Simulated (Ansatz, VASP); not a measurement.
# Na8Ca4Si22B10O67: VASP beside Ansatz

One calculation is typed for both programs; each brings its own data sets. How far apart do they land? The structure shown is frame 71 of Ansatz's trajectory.

Calculated with Ansatz 0.2.0; plane waves, with VASP 6.6.1 beside it; single point at PBE.

## (1) Starting point

The cell holds 111 atoms: 22 Si, 10 B, 8 Na, 4 Ca and 67 O. Cell: a = 11.219 Å, b = 11.219 Å, c = 11.219 Å, α = 90.0°, β = 90.0°, γ = 90.0°. As first built, before any earlier steps moved the atoms (in the runner's words): 111 atoms (22 Si, 10 B, 8 Na, 4 Ca, 67 O) placed at random at 2.33 g/cm^3, melted at 3000 K for 20 ps at fixed volume with the Buckingham and Coulomb pair potential of Guillot and Sator (Geochim. Cosmochim. Acta 71, 1249 (2007)) with the boron terms of Wang et al. (J. Non-Cryst. Solids 498, 294 (2018)). Quenched from 3000 K to 300 K at 300 K/ps and fixed volume, held 10 ps at zero pressure.

## (2) Ansatz: dynamics, PBE

Ansatz runs on its default PAW (the set named soft_2) files.

One frame of this run of dynamics is then solved in both programs, so the motion causes no difference.

Input file input.yaml:

```yaml
crystal:
  lattice:
    - [11.21943, 0.0, 0.0]
    - [0.0, 11.21943, 0.0]
    - [0.0, 0.0, 11.21943]
  atoms:
    - { symbol: Si, position: [0.39448, 0.40144, 0.94492] }
    - { symbol: Si, position: [0.49863, 0.25684, 0.56898] }
    - { symbol: Si, position: [0.3228, 0.86343, 0.25094] }
    - { symbol: Si, position: [0.08511, 0.77873, 0.59896] }
    - { symbol: Si, position: [0.33342, 0.92484, 0.91522] }
    - { symbol: Si, position: [0.88516, 0.77324, 0.2642] }
    - { symbol: Si, position: [0.43192, 0.00242, 0.66097] }
    - { symbol: Si, position: [0.70829, 0.95921, 0.15208] }
    - { symbol: Si, position: [0.45587, 0.08659, 0.17888] }
    - { symbol: Si, position: [0.11755, 0.34265, 0.30885] }
    - { symbol: Si, position: [0.50468, 0.62014, 0.83372] }
    - { symbol: Si, position: [0.85059, 0.97655, 0.93147] }
    - { symbol: Si, position: [0.29982, 0.37368, 0.69383] }
    - { symbol: Si, position: [0.00886, 0.1215, 0.42169] }
    - { symbol: Si, position: [0.90239, 0.71908, 0.98321] }
    - { symbol: Si, position: [0.13579, 0.59788, 0.9251] }
    - { symbol: Si, position: [0.62768, 0.38536, 0.8305] }
    - { symbol: Si, position: [0.3941, 0.44686, 0.19829] }
    - { symbol: Si, position: [0.8099, 0.46961, 0.02437] }
    - { symbol: Si, position: [0.19202, 0.10124, 0.64491] }
    - { symbol: Si, position: [0.10849, 0.50712, 0.54042] }
    - { symbol: Si, position: [0.7066, 0.61218, 0.42046] }
    - { symbol: B, position: [0.63314, 0.52881, 0.20947] }
    - { symbol: B, position: [0.1138, 0.01881, 0.8861] }
    - { symbol: B, position: [0.28569, 0.65858, 0.1235] }
    - { symbol: B, position: [0.35299, 0.26006, 0.35281] }
    - { symbol: B, position: [0.04952, 0.36678, 0.04624] }
    - { symbol: B, position: [0.09624, 0.89178, 0.37641] }
    - { symbol: B, position: [0.27191, 0.71385, 0.75587] }
    - { symbol: B, position: [0.55097, 0.8212, 0.99223] }
[... 75 atom lines left out ...]
    - { symbol: O, position: [0.74884, 0.58078, 0.55338] }
    - { symbol: O, position: [0.87488, 0.08795, 0.46683] }
    - { symbol: O, position: [0.21615, 0.86677, 0.35011] }
    - { symbol: O, position: [0.50677, 0.12485, 0.64299] }
    - { symbol: O, position: [0.21349, 0.00398, 0.96062] }
    - { symbol: O, position: [0.53676, 0.44956, 0.1751] }
kpoints:
  mp_grid: { grid: [1, 1, 1] }
hamiltonian:
  xc: pbe
scf:
  occupations: { method: fixed }
output:
  forces: true
md:
  timestep: 1.0
  n_steps: 214
  ensemble: nvt_langevin
  temperature: 400
  initial_velocities: maxwell_boltzmann
  seed: 596
```

Run with:

```console
$ ansatz run input.yaml --threads 4 --pin off --max-ram 8192MiB --backend cpu --events-out ev --progress --plain --runs-dir out
```

Numbers of over 12 decimals in the logs are rounded to 6 here.

Log:

```text
Warning: md: disabling space-group detection — thermal motion breaks the input geometry's symmetry, so no spatial operation reduces the k-mesh or symmetrises the density; time reversal is kept, so that k and −k are solved as one point where they differ and the mesh holds both, and exact exchange and, on two spinor components, a DFT+U term hold to it where the run has them: on two components no moment then forms, and  [...]
Engine: ansatz 0.2.0, aarch64-unknown-linux-gnu
Pseudopotentials: kind: paw
Pseudopotential: Si, paw, valence charge 4, recommended cutoff 420 eV (normal), Si.paw.azcp
Pseudopotential: B, paw, valence charge 3, recommended cutoff 420 eV (normal), B.paw.azcp
Pseudopotential: Na, paw, valence charge 9, recommended cutoff 420 eV (normal), Na.paw.azcp
Pseudopotential: Ca, paw, valence charge 10, recommended cutoff 420 eV (normal), Ca.paw.azcp
Pseudopotential: O, paw, valence charge 6, recommended cutoff 420 eV (normal), O.paw.azcp
Functional definition: PBE
  parameter kappa = 0.804
  parameter beta = 0.066725
  exchange = pbe_x(kappa = kappa, mu = beta*pi^2/3)
  correlation = pbe_c(beta = beta)
Crystal: 111 atoms, lattice volume = 1412.253 Å³
Basis set: ecut = 420 eV, 27609 PW (Γ), exchange–correlation on 150×150×150 points (8 copies of the dense FFT grid, shifted against one another)
Bands: 427, of which v1, the nominal top of the filled ones, is band 316 counted from 1 (315 counted from 0)
Symmetry: 1 space group operations
k-points: 1
Non-local potential: Si, projectors of the file, l = 0: 2, l = 1: 2, l = 2: 2
Non-local potential: B, projectors of the file, l = 0: 2, l = 1: 2, l = 2: 1
Non-local potential: Na, projectors of the file, l = 0: 3, l = 1: 2, l = 2: 1
Non-local potential: Ca, projectors of the file, l = 0: 3, l = 1: 2, l = 2: 2
Non-local potential: O, projectors of the file, l = 0: 2, l = 1: 2, l = 2: 1
PAW form: soft (Blöchl's): semilocal exchange-correlation on the pseudo side does not see the compensation charge
PAW one-centre angular grid: Si, 110 points (default); XC on 64 Gauss nodes
PAW one-centre angular grid: B, 110 points (default); XC on 64 Gauss nodes
PAW one-centre angular grid: Na, 110 points (default); XC on 64 Gauss nodes
PAW one-centre angular grid: Ca, 110 points (default); XC on 64 Gauss nodes
PAW one-centre angular grid: O, 110 points (default); XC on 64 Gauss nodes
Initial density: superposition of atomic densities (neutral atoms: chi_scale 0, normalization atom), corrected by the library's trained network
Initial wavefunctions: pseudopotential atomic-orbital guess
Functional: x = pbe(κ = 0.804, μ = 0.219515), c = pbe(β = 0.066725)
SCF iter   1: F=—  HF=-72830.762598 eV  |F-HF|=—  |Δ(HF+E_count)|=         —  Δρ=2.77e-3  dr2=1.36e-1  ethr=1.77e-3  ⟨swp⟩=7.0  Hψ=1586  notcnv=0  defer=106
preconditioner: auto → Resta (q_TF=auto, 2.386 Å⁻¹)  ε∞=3.0  [insulator: Δε(μ)=2.607 eV  Ē_g=17.376 eV  n_scr=340 (ndim 8)  ℏωp=24.4 eV  f_vac=0.152  ε∞_Penn≈3.0]
SCF iter   2: F=—  HF=-72830.753276 eV  |F-HF|=—  |Δ(HF+E_count)|=   9.32e-3  Δρ=1.44e-3  dr2=2.96e-2  ethr=2.16e-5  ⟨swp⟩=3.0  Hψ=640  notcnv=0  defer=109
SCF iter   3: F=—  HF=-72830.755078 eV  |F-HF|=—  |Δ(HF+E_count)|=   1.80e-3  Δρ=6.21e-4  dr2=7.67e-3  ethr=4.69e-6  ⟨swp⟩=3.0  Hψ=554  notcnv=0  defer=96
automatic band count: iteration 3 solves 414 bands in place of 427: the levels show a gap, and the empty bands left out lie too high to hold charge; the band table lists the bands solved (type scf.n_extra_bands for more)
SCF iter   4: F=—  HF=-72830.754753 eV  |F-HF|=—  |Δ(HF+E_count)|=   3.25e-4  Δρ=2.15e-4  dr2=7.55e-4  ethr=1.21e-6  ⟨swp⟩=3.0  Hψ=534  notcnv=0  defer=96
SCF iter   5: F=—  HF=-72830.754867 eV  |F-HF|=—  |Δ(HF+E_count)|=   1.15e-4  Δρ=1.40e-4  dr2=2.40e-4  ethr=1.19e-7  ⟨swp⟩=2.0  Hψ=556  notcnv=0  defer=96
SCF iter   6: F=—  HF=-72830.754873 eV  |F-HF|=—  |Δ(HF+E_count)|=   5.35e-6  Δρ=3.27e-5  dr2=1.65e-5  ethr=3.79e-8  ⟨swp⟩=3.0  Hψ=555  notcnv=0  defer=96
SCF iter   7: F=—  HF=-72830.751152 eV  |F-HF|=—  |Δ(HF+E_count)|=   3.72e-3  Δρ=2.29e-5  dr2=6.15e-6  ethr=2.62e-9  ⟨swp⟩=3.0  Hψ=731  notcnv=0  defer=96
SCF iter   8: F=—  HF=-72830.751152 eV  |F-HF|=—  |Δ(HF+E_count)|=   2.35e-7  Δρ=6.41e-6  dr2=5.34e-7  ethr=9.73e-10  ⟨swp⟩=3.0  Hψ=554  notcnv=0  defer=96
SCF iter   9: F=—  HF=-72830.751153 eV  |F-HF|=—  |Δ(HF+E_count)|=   4.73e-7  Δρ=2.80e-6  dr2=1.04e-7  ethr=1.58e-11  ⟨swp⟩=5.0  Hψ=1259  notcnv=0
[...]
md step   213: t =   213.00 fs  T =   488.9 K  F+E_penalty+E_count = -72834.41544979 eV  E_kin = 7.015151 eV  (6 SCF iters)
iter 1 solved again at ethr=7.17e-6 eV; its pass at ethr=3.10e-3 eV (dr2=4.53e-2 eV) is discarded
SCF iter   1: F=—  HF=-72834.526187 eV  |F-HF|=—  |Δ(HF+E_count)|=         —  Δρ=2.10e-3  dr2=4.78e-2  ethr=7.17e-6  ⟨swp⟩=3.0  Hψ=1538  notcnv=0  defer=96
automatic band count: iteration 1 solves 414 bands in place of 427: the levels show a gap, and the empty bands left out lie too high to hold charge; the band table lists the bands solved (type scf.n_extra_bands for more)
preconditioner: auto → Resta (q_TF=auto, 2.386 Å⁻¹)  ε∞=3.1  [insulator: Δε(μ)=3.384 eV  Ē_g=16.778 eV  n_scr=340 (ndim 8)  ℏωp=24.4 eV  f_vac=0.153  ε∞_Penn≈3.1]
SCF iter   2: F=—  HF=-72834.512940 eV  |F-HF|=—  |Δ(HF+E_count)|=   1.32e-2  Δρ=9.47e-4  dr2=1.04e-2  ethr=7.17e-6  ⟨swp⟩=2.0  Hψ=601  notcnv=0  defer=96
SCF iter   3: F=—  HF=-72834.510222 eV  |F-HF|=—  |Δ(HF+E_count)|=   2.72e-3  Δρ=4.28e-4  dr2=2.05e-3  ethr=1.64e-6  ⟨swp⟩=2.0  Hψ=625  notcnv=0  defer=96
SCF iter   4: F=—  HF=-72834.509775 eV  |F-HF|=—  |Δ(HF+E_count)|=   4.47e-4  Δρ=9.69e-5  dr2=1.80e-4  ethr=3.24e-7  ⟨swp⟩=2.0  Hψ=538  notcnv=0  defer=96
SCF iter   5: F=—  HF=-72834.509756 eV  |F-HF|=—  |Δ(HF+E_count)|=   1.92e-5  Δρ=6.32e-5  dr2=4.85e-5  ethr=2.85e-8  ⟨swp⟩=2.0  Hψ=624  notcnv=0  defer=96
SCF iter   6: F=—  HF=-72834.507427 eV  |F-HF|=—  |Δ(HF+E_count)|=   2.33e-3  Δρ=1.71e-5  dr2=3.83e-6  ethr=7.68e-9  ⟨swp⟩=2.0  Hψ=728  notcnv=0  defer=96
SCF iter   7: F=—  HF=-72834.507429 eV  |F-HF|=—  |Δ(HF+E_count)|=   1.79e-6  Δρ=6.25e-6  dr2=4.87e-7  ethr=6.05e-10  ⟨swp⟩=2.0  Hψ=599  notcnv=0  defer=96
SCF iter   8: F=-72834.507429 eV  HF=-72834.507429 eV  |F-HF|=1.22e-8  |Δ(HF+E_count)|=   1.65e-7  Δρ=2.75e-6  dr2=9.52e-8  ethr=1.58e-11  ⟨swp⟩=4.0  Hψ=1254  notcnv=0
SCF 215 converged in 8 iterations: F = -72834.507429 eV  dr2 = 9.52e-8
md step   214: t =   214.00 fs  T =   498.5 K  F+E_penalty+E_count = -72834.50742917 eV  E_kin = 7.151892 eV  (8 SCF iters)
SCF converged after 8 iterations
Free energy (F): -72834.507429 eV
Harris-Foulkes:  -72834.507429 eV  (|F-HF|=1.22e-8)
Internal energy: -72834.507429 eV  (E = F + TS)
E sigma→0 (E₀):  -72834.507429 eV
Fermi energy:    4.063223 eV
--- Per-component energies (eV) ---
  E_band       = -4315.031907
  E_kinetic    = 15487.688957
  E_local      = -47539.470053  (includes V_loc(G=0)·N_el)
  E_nonlocal   = 5042.479516
  E_hartree    = 17337.708607
  E_xc         = -7386.325916
  E_vxc        = -8865.557725  (∫ρ·V_xc dr)
  E_paw        = -28252.919476  (= ΣΔE_a)
  E_vpaw       = -3115.765151  (= ΣTr[D̂ρ^β])
  E_aug_tail   = 0.169996  (compensation charges beyond the density's cutoff)
  E_ewald      = -27523.839060
  E_smearing   = -0.000000  (= −TS)
  E_closure    = -0.000000  (closes the sum)
  Σ components = -72834.507429   (vs F -72834.507429, Δ=0.00e0)
--- Forces (eV/Å), atoms counted from 1 ---
  atom   1  Si    -0.42847989    -1.11306210    -0.29420338
  atom   2  Si    -2.35788210     0.71885728     1.03358746
  atom   3  Si     0.12806895    -0.48407924     0.20085936
  atom   4  Si     2.97401851     0.90375347    -0.63118144
  atom   5  Si     0.08442192     0.65683529    -0.03513126
  atom   6  Si     0.94570781     1.35695243    -2.38314524
  atom   7  Si     0.27996364    -0.94360963    -0.12796057
  atom   8  Si     0.54409150     0.71818731     0.27340893
  atom   9  Si     1.28846025     0.93518870    -0.83455709
  atom  10  Si    -0.40914170     0.81653464     2.16932084
  atom  11  Si     0.91402965     0.47568205     1.57469073
  atom  12  Si    -0.39785035     0.09052382    -0.53376614
  atom  13  Si    -0.62367750    -0.08821718     0.04528037
  atom  14  Si    -1.10877026     1.85836471     1.38930596
  atom  15  Si     1.00832894    -1.21641867    -0.30512088
  atom  16  Si     1.71212202     0.54258307     0.46010359
  atom  17  Si    -0.70904338     1.13567807     0.12971630
  atom  18  Si     0.39668778     2.57131686     0.20421950
  atom  19  Si     1.22217634     1.60961942    -0.90336462
  atom  20  Si     0.10506514     0.56473363     2.23099346
  atom  21  Si     0.48848411    -1.00198070     0.27066352
  atom  22  Si     0.49413567     1.13313076     3.21957242
  atom  23  B     -0.06240353     3.00775763     0.63313996
  atom  24  B     -0.34639327    -1.42169907     0.90581029
[...]
atom 104  O      1.03667982     0.23497562    -0.87831133
  atom 105  O      0.79787335    -0.13095697     0.58523273
  atom 106  O     -0.73155978     0.14913938    -1.13398162
  atom 107  O     -0.78939160    -0.98306778    -0.04205606
  atom 108  O     -0.79671762    -0.15696090     0.35175955
  atom 109  O      0.50885114     0.27590940    -0.25791113
  atom 110  O      0.66777564     0.04031489     0.08715184
  atom 111  O     -2.68914421    -1.16770081     0.30603998
  max |Σ_I F_I| component: 1.90e-4 eV/Å
--- MD trajectory: 214 steps, t = 0.0 → 214.0 fs ---
  final state: T = 498.5 K   F+E_penalty+E_count = -72834.50742917 eV   E_kin = 7.151892 eV
```

Reading the cycles: dr2 is the Hartree energy of the density residual (eV), the measure of convergence; HF is the Harris–Foulkes estimate of the energy, which meets the free energy F at convergence.

## (3) VASP: single point, PBE

The same cell, functional and mesh now go to VASP, with its own data sets.

Lines of VASP's logs that name or quote its potential files are left out, and so is its time.

Input file INCAR:

```
SYSTEM = Na8Ca4Si22B10O67
PREC = Accurate
ENCUT = 520
EDIFF = 1E-06
NELM = 120
ISMEAR = 0
SIGMA = 0.01
LREAL = Auto
ALGO = Normal
GGA = PE
NBANDS = 400
LORBIT = 11
LWAVE = .FALSE.
LCHARG = .FALSE.
ISIF = 2
LASPH = .TRUE.
GGA_COMPAT = .FALSE.
EFERMI = MIDGAP
NCORE = 4
```

Input file POSCAR:

```
Na8Ca4Si22B10O67
1.0
   11.2194300000      0.0000000000      0.0000000000
    0.0000000000     11.2194300000      0.0000000000
    0.0000000000      0.0000000000     11.2194300000
Si B Na Ca O
22 10 8 4 67
Direct
    0.4039242635      0.4096732187      0.9514387095
    0.4913707737      0.2627317074      0.5568910364
    0.3368709462      0.8640813303      0.2645588947
    0.0758059901      0.7547977036      0.5981676431
    0.3328511341      0.9201982632      0.9019798689
    0.8886904237      0.7789522284      0.2561894856
    0.4329988244      0.0133607501      0.6658092256
    0.7077364893      0.9521874106      0.1503997975
    0.4650592766      0.0916534975      0.1671831813
    0.1296411672      0.3358548518      0.2996319777
    0.4862813886      0.6231421739      0.8397128909
    0.8481001263      0.9793723924      0.9098234046
    0.3035715718      0.3689313985      0.7013903558
    0.0217747247      0.1278050667      0.4178465394
    0.9043240165      0.7184411329      0.9777145541
    0.1370479605      0.5927217336      0.9345394552
    0.6376794543      0.3893335045      0.8265927948
    0.4038886111      0.4486056778      0.1967390500
    0.8038554543      0.4844987669      0.0254469256
    0.1902503068      0.1115297301      0.6439186304
    0.1078486162      0.4808443923      0.5421576675
    0.7305986133      0.6190510570      0.4253246377
    0.6328307231      0.5284671325      0.2165528908
    0.1050766394      0.0208210221      0.8651509034
    0.2859057902      0.6527426081      0.1373866587
    0.3581465369      0.2535779447      0.3334126600
    0.0445566308      0.3733166480      0.0506353710
    0.0886408668      0.8862304056      0.3777018975
    0.2594249440      0.7048308158      0.7571596775
    0.5466944399      0.8313523949      0.9885439813
[... 75 atom lines left out ...]
    0.7447615431      0.5901993239      0.5627736881
    0.8858649682      0.1432871367      0.4779654581
    0.2212233598      0.8575480216      0.3559717383
    0.5064517538      0.1395347179      0.6505856358
    0.2026840936      0.9962743205      0.9444597453
    0.5482720602      0.4401917031      0.1792604437
```

Input file KPOINTS:

```
Automatic mesh
0
Gamma
1 1 1
0 0 0
```

The projector-augmented-wave data sets are Si, B, Na_pv, Ca_sv and O (PBE family, release 64).

Run with:

```console
$ mpirun -np 16 vasp_gam
```

Log:

```text
[banner, memory and clock lines left out]
running   16 mpi-ranks, on    1 nodes
[...]
LDA part: xc-table for (Slater+PW92), standard interpolation
 POSCAR, INCAR and KPOINTS ok, starting setup
[...]
entering main loop
       N       E                     dE             d eps       ncg     rms          rms(c)
DAV:   1     0.760649188471E+04    0.76065E+04   -0.34453E+05   800   0.165E+03
DAV:   2     0.122522114637E+03   -0.74840E+04   -0.70218E+04   928   0.450E+02
DAV:   3    -0.862596967000E+03   -0.98512E+03   -0.96368E+03   912   0.182E+02
DAV:   4    -0.916966206072E+03   -0.54369E+02   -0.53734E+02  1008   0.459E+01
[...]
DAV:  17    -0.812735294539E+03    0.46230E-05   -0.70391E-05  1112   0.232E-02    0.118E-02
DAV:  18    -0.812735293795E+03    0.74398E-06   -0.19398E-05  1032   0.949E-03    0.809E-03
DAV:  19    -0.812735293184E+03    0.61103E-06   -0.41679E-06   824   0.592E-03
   1 F= -.81273529E+03 E0= -.81273529E+03  d E =0.000000E+00
```

From OUTCAR (step 3):

```text
  Total       14.9069239     16.7692237     23.2986919     13.2360398      4.9255773     -5.0913774
  in kB       16.9116600     19.0244085     26.4319827     15.0160694      5.5879864     -5.7760839
  external PRESSURE =      20.7893504 kB  Pullay stress =       0.0000000 kB

 POSITION                                       TOTAL-FORCE (eV/Angst)
 -----------------------------------------------------------------------------------
      4.53180      4.59630     10.67460        -0.270469      1.457510     -0.753050
      5.51290      2.94770      6.24800         0.909127     -2.318412     -0.985219
      3.77950      9.69450      2.96820        -2.233578     -1.223233      0.115563
      0.85050      8.46840      6.71110         0.411663     -0.163499     -0.233661
      3.73440     10.32410     10.11970         0.444145     -0.297567      0.284421
      9.97060      8.73940      2.87430        -1.839590     -2.066997      1.774676
      4.85800      0.14990      7.47000         1.051345     -1.763709     -0.815647
      7.94040     10.68300      1.68740        -0.186964     -0.868982     -1.743698
      5.21770      1.02830      1.87570         0.474746     -0.178406     -0.189788
      1.45450      3.76810      3.36170        -0.038450      0.858136      0.863800
[...]
3.50370      4.41590      9.44970        -1.081034      0.105879     -0.105498
      9.50070      7.60490      4.06150         0.783800      1.716690     -1.752541
      6.80150      7.90720      4.77010        -0.632485      0.258623     -1.306656
[...]
-----------------------------------------------------------------------------------
    total drift:                               -0.021249      0.008937     -0.009876

  FREE ENERGIE OF THE ION-ELECTRON SYSTEM (eV)
  ---------------------------------------------------
  free  energy   TOTEN  =      -812.7352931843 eV

  energy  without entropy=     -812.7352931843  energy(sigma->0) =     -812.73529318

[... 3 further parts left out ...]
[key lines of the parts left out:]
E-fermi :   3.8151
```

The run ends at a pressure of 2.08 GPa, with forces up to 4.2 eV/Å.

## (4) Comparison

Known differences besides the potentials themselves: fixed occupations in Ansatz, narrow Gaussian smearing in VASP; the data sets hold 632 valence electrons in Ansatz (on its default PAW (the set named soft_2) files) and 616 in VASP; the cutoff is 420 eV in Ansatz and 520 eV in VASP (PREC = Accurate, projectors in real space). Total energies have different zeros and are not compared.

Forces on 9 of the 111 atoms, those with the largest forces and the largest differences (eV/Å; atoms numbered as in POSCAR):

```csv
atom,"Ansatz x, y, z","VASP x, y, z"
Si6,"-1.827, -2.026, 1.776","-1.840, -2.067, 1.775"
Si11,"2.772, 1.111, 2.574","2.866, 1.152, 2.582"
Si16,"-1.204, -2.226, 3.175","-1.205, -2.294, 3.173"
O52,"-2.091, 1.032, -2.852","-2.118, 1.034, -2.892"
O63,"-1.938, -2.186, 2.976","-1.991, -2.206, 3.005"
O65,"0.808, 3.177, 1.247","0.822, 3.217, 1.269"
O84,"1.210, -0.100, -3.116","1.221, -0.098, -3.132"
O91,"-0.206, -0.037, 0.840","-0.290, -0.010, 0.909"
O102,"-0.440, 0.369, 0.308","-0.355, 0.275, 0.282"
```

The forces differ by 28 meV/Å r.m.s., which is 2.6 % of the r.m.s. force of 1.081 eV/Å (both taken over all components).

## (5) Outcome

```yaml
r_m_s_force_difference_single_point_pbe: 2.6 % of the r.m.s. force
```

The r.m.s. force difference is 2.6 % of the r.m.s. force (single point, PBE), within the 3 % picked in this series as the mark of a large difference. The data sets hold unlike numbers of valence electrons (632 in Ansatz and 616 in VASP), so part of the differences comes from the potentials. 2 further runs of this series are not shown here. Such differences can come from data sets, numerical settings and the points named under the comparisons, not from the functional's error against experiment.

[Lines on the potential files, build, host, timing and source positions are cut from VASP's logs without a mark.]

[Logs are printed without paths, hosts, clocks, repeated set-up lines and the standing remarks that a program may print on its own settings, such as how far it seeks lower states.]

[Hosts, paths, dates, database ids (printed as entryN), source tags and the programs' standing remarks are cut or masked in the printed files.]
